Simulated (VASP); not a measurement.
The input files of a VASP run:

File KPOINTS:
```
kpoints
0
G
  8 8 8
0 0 0
```

INCAR:
```
! general
SYSTEM  = BeSe
PREC    = Accurate
ENCUT   = 400
LREAL   = .FALSE.
LASPH   = .TRUE.

! electronic loop
EDIFF   = 1E-6
NELM    = 100
ALGO    = Normal
LMAXMIX = 4

! smearing
ISMEAR  = 0
SIGMA   = 0.05

! ions
IBRION  = 2
NSW     = 60
ISIF    = 3
EDIFFG  = -0.01

! output
LWAVE   = .FALSE.
LCHARG  = .FALSE.
```

### POSCAR
```
BeSe
1.0
  0.0000000000   2.5700000000   2.5700000000
  2.5700000000   0.0000000000   2.5700000000
  2.5700000000   2.5700000000   0.0000000000
Be Se
1 1
Cart
  0.0000000000   0.0000000000   0.0000000000
  1.2850000000   1.2850000000   1.2850000000
```

POTCAR, in this order: Be Se (LDA.64 set). Program: vasp_std.

### Question
Translate this LDA calculation to Ansatz.

### Answer
One equivalent input (not run):
Ansatz 0.2 input:
```yaml
crystal:
  lattice:
    - [0.0000000, 2.5700000, 2.5700000]
    - [2.5700000, 0.0000000, 2.5700000]
    - [2.5700000, 2.5700000, 0.0000000]
  atoms:
    - { symbol: Be, position: [0.0000000, 0.0000000, 0.0000000] }
    - { symbol: Se, position: [0.2500000, 0.2500000, 0.2500000] }
kpoints:
  mp_grid: { grid: [8, 8, 8] }
hamiltonian:
  xc: lda
  pseudopotentials: { kind: paw }
scf:
  occupations: { method: gaussian, width: 0.05 }
  max_iter: 100
relax:
  max_steps: 60
  f_tol: 0.01
  cell: {}
output: { forces: true, stress: true, eigenvalues: true }
```
The two are equivalent in intent, not identical: each code has its own PAW files, so the cut-off isn't converted (ENCUT is set for VASP's; basis.ecutwfc is left out, and Ansatz then takes the one that its files recommend); Ansatz stops its SCF on the density residual and VASP on the energy change (EDIFF); Ansatz's lda is the Perdew-Wang form, while the LDA potentials of VASP carry Perdew-Zunger's.

The compound is BeSe in the zinc blende structure. This run relaxes it. Symmetry was kept, so distortions that lower it aren't found.
